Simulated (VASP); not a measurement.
Data:

```xyz
6
Lattice="-2.2316 2.2316 6.9701 2.2316 -2.2316 6.9701 2.2316 2.2316 -6.9701" Properties=species:S:1:pos:R:3 pbc="T T T"
Sr     2.2316     0.0000     3.4851
Sr     0.0000     0.0000     6.9701
Si     0.0000     2.2316     4.6492
Si     0.0000     0.0000     1.1641
Si     0.0000     0.0000    12.7761
Si     0.0000     2.2316     2.3209
```

Level of theory: PBEsol GGA, VASP's PBE PAW potentials (set 64) (plane waves; VASP). Numerical set-up: 300 eV cut-off, 7×7×7 Γ-centred mesh, Fermi-Dirac smearing of 0.14 eV, potentials Sr_sv Si.

Give the energies of bands 11 to 21 at the high-symmetry points, in eV from the Fermi level.

```tsv
band	Γ	X	P	N	M	S	R
11	-7.82	-6.80	-6.80	-7.59	-5.14	-7.38	-6.77
12	-3.08	-6.80	-6.80	-5.36	-5.14	-5.16	-6.77
13	-3.08	-3.61	-3.60	-3.33	-3.10	-4.04	-3.61
14	-2.14	-3.61	-3.60	-3.32	-3.10	-3.31	-3.61
15	-2.06	-2.17	-2.33	-3.17	-1.59	-2.31	-2.19
16	-1.77	-2.17	-2.33	-1.17	-1.59	-1.49	-2.19
17	-1.77	-1.76	-1.55	-0.66	-1.44	-1.00	-1.70
18	-0.68	-1.76	-1.55	-0.54	-1.44	-0.46	-1.70
19	0.54	1.60	1.28	-0.11	0.90	-0.43	1.57
20	1.13	1.60	1.28	0.59	0.90	1.54	1.57
21	1.79	3.15	4.13	2.17	2.05	2.39	3.22
```

It has no gap at this level: it comes out as a metal or semimetal.

The structure comes from a computed database's SrSi2 entry; how it stands against other phases isn't given here. The cell was not relaxed at this level.
